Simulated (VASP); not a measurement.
## MgAl2C2 (lda): single point with LDA

The system is MgAl2C2 (lda).

```
Mg Al C
1.0
     3.34688    0.00000    0.00000
    -1.67344    2.89848    0.00000
     0.00000    0.00000    5.70543
Mg Al C
1 2 2
Direct
  0.00000 0.00000 0.00000
  0.33333 0.66667 0.34952
  0.66667 0.33333 0.65048
  0.33333 0.66667 0.73107
  0.66667 0.33333 0.26893
```

- Program: VASP 6.6.1
- Task: single point
- Functional: LDA
- Potentials or basis: VASP PAW LDA potentials, release 64 (Mg, Al, C)
- Cutoff: 520 eV
- k mesh: 9 × 9 × 6
- Occupations: gaussian, width 0.02 eV
- Spin: no spin polarisation
- Dipole correction: no
- Further INCAR settings: ALGO = Normal; EDIFF = 1e-07; NBANDS = 16

```json
{
 "Pressure": "-0.1 GPa",
 "Largest force": "0.032 eV/Å",
 "Band gap on the k mesh": "1.76 eV, indirect (least direct gap 3.01 eV)"
}
```

Forces in eV/Å, atoms in the order of the input:
```
Mg   0.000  0.000  0.000
Al   0.000  0.000  0.000
Al   0.000  0.000  0.000
C    0.000  0.000  0.032
C    0.000  0.000 -0.032
```

Stress tensor (GPa, compression positive):
```
 0.05  0.00  0.00
 0.00  0.05  0.00
 0.00  0.00 -0.30
```

Levels at points of the mesh, in eV from the valence-band top:
```csv
k point,band 4,band 5,band 6,band 7,band 8,band 9,band 10,band 11,band 12,band 13
"(0.00, 0.00, 0.00)",-1.12,-1.12,-0.22,-0.22,-0.20,3.69,4.72,6.69,6.69,6.94
"(0.00, 0.00, 0.50)",-3.34,-0.94,-0.94,-0.44,-0.44,4.65,5.57,6.60,6.60,6.87
```

Run time: 41 s on 1 thread of Intel(R) Xeon(R) 6975P-C (Granite Rapids), with other jobs on the host, peak memory 0.19 GiB.

Caveat: an odd mesh through Γ misses points on the zone boundary, where band edges often lie.
